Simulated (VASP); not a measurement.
Calculation: r2SCAN meta-GGA, VASP's PBE PAW potentials (set 64) (plane waves; VASP).

Input for VASP

### POSCAR
```
Cr
2.9614740
  0.9999998794   0.0000000000   0.0000000000
  0.0000000000   1.0099998782   0.0000000000
  0.0000000000   0.0000000000   1.0099998782
Cr
2
Cart
  0.0000000000   0.0000000000   0.0000000000
  0.4999999397   0.5049999391   0.5049999391
```

**INCAR**
```
ALGO = Normal
EDIFF = 1E-7
ENCUT = 480
ISIF = 2
ISMEAR = 1
ISPIN = 2
LASPH = .True.
LCHARG = .False.
LMAXMIX = 4
LMIXTAU = .True.
LORBIT = 10
LREAL = .False.
LWAVE = .False.
MAGMOM = 2.7 -2.7
METAGGA = R2SCAN
NELM = 100
PREC = Accurate
SIGMA = 0.1
SYSTEM = Cr
```

File KPOINTS:
```
Automatic mesh
0
Gamma
12 12 12
0 0 0
```

POTCAR, in this order: Cr_pv (PBE.64 set). Program: vasp_std.

### Question
What will the output report for the number of irreducible k-points (NKPTS), number of bands (NBANDS), largest plane-wave count, number of space-group operations, FFT grid (NGX, NGY, NGZ)?

### Answer

| Quantity | Value |
|---|---|
| number of irreducible k-points (NKPTS) | 196 |
| number of bands (NBANDS) | 16 |
| largest plane-wave count | 649 |
| number of space-group operations | 16 |
| FFT grid (NGX, NGY, NGZ) | 24 × 24 × 24 |

The compound is Cr in the bcc, AFM order structure. This cell was strained or had an atom moved on purpose.
